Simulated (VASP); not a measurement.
An input for Ansatz (written as the equivalent of a VASP run, and not itself run):

Ansatz 0.2 input:
```yaml
crystal:
  lattice:
    - [0.0000000, 2.6359751, 2.6359751]
    - [2.6359751, 0.0000000, 2.6359751]
    - [2.6359751, 2.6359751, 0.0000000]
  atoms:
    - { symbol: Zr, position: [0.0000000, 0.0000000, 0.0000000] }
    - { symbol: O, position: [0.2500000, 0.2500000, 0.2500000] }
    - { symbol: O, position: [0.7500000, 0.7500000, 0.7500000] }
kpoints:
  mp_grid: { grid: [8, 8, 8] }
hamiltonian:
  xc: pbe
  pseudopotentials: { kind: paw }
scf:
  occupations: { method: gaussian, width: 0.05 }
  max_iter: 100
output: { forces: true, stress: true, eigenvalues: true }
```

Q: Translate this input to VASP (INCAR, KPOINTS, POSCAR, choice of POTCAR).

A: Several could match; the one computed here: 
**INCAR**
```
ISMEAR=0   # Gaussian
ISIF=2
SIGMA=0.05   # width (eV)
ALGO=Normal
LWAVE=.False.
SYSTEM=ZrO2
PREC=Accurate
ENCUT=600   # plane-wave cut-off (eV)
LMAXMIX=4   # l cut-off of mixed one-centre charges
GGA=PE   # PBE
LREAL=.False.   # projection in real space or not
LASPH=.True.
LCHARG=.False.
NELM=100
EDIFF=1E-7
```

**POSCAR**
```
ZrO2
1
    0.0000000000     2.6359751487     2.6359751487
    2.6359751487     0.0000000000     2.6359751487
    2.6359751487     2.6359751487     0.0000000000
Zr O
1 2
Direct
  0.0000000000   0.0000000000   0.0000000000
  0.2500000000   0.2500000000   0.2500000000
  0.7500000000   0.7500000000   0.7500000000
```

**KPOINTS**
```
Automatic mesh
0
Gamma
8 8 8
0 0 0
```

POTCAR, in this order: Zr_sv O (PBE.64 set). Program: vasp_std.

What does not carry over: each code has its own PAW files, so the cut-off isn't converted (ENCUT is set for VASP's; basis.ecutwfc is left out, and Ansatz then takes the one that its files recommend); Ansatz stops its SCF on the density residual and VASP on the energy change (EDIFF).

The compound is ZrO2 in the fluorite structure, the high-temperature cubic form, which is unstable at 0 K; the monoclinic form is the stable one. This cell was strained or had an atom moved on purpose.
